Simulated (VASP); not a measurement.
Here is the system:

```yaml
crystal:
  lattice:
    - [1.85353, -3.21040, 0.00000]
    - [1.85353, 3.21040, 0.00000]
    - [0.00000, 0.00000, 11.84824]
  atoms:
    - { symbol: La, position: [0.00000, 0.00000, 0.50000] }
    - { symbol: La, position: [0.00000, 0.00000, 0.00000] }
    - { symbol: La, position: [0.33333, 0.66667, 0.25000] }
    - { symbol: La, position: [0.66667, 0.33333, 0.75000] }
```

Calculation: PBE GGA with D4 dispersion, VASP's PBE PAW potentials (set 64) (plane waves; VASP 6.6.1). Numerical set-up: 520 eV cut-off, 11×11×3 Γ-centred mesh, tetrahedra with Blöchl corrections, potentials La.

### Question
Predict the energy per atom (σ→0), band gap (on the k-mesh) with the smallest direct gap where there is one.

### Answer

- band gap (on the k-mesh): none (metal, semimetal or under 0.01 eV)
- energy per atom (σ→0): -5.183 eV/atom

The absolute energy has meaning only against runs of the same code, potentials and settings.

The compound is La in the dhcp structure. It was relaxed first, which changed the volume by -6 %.
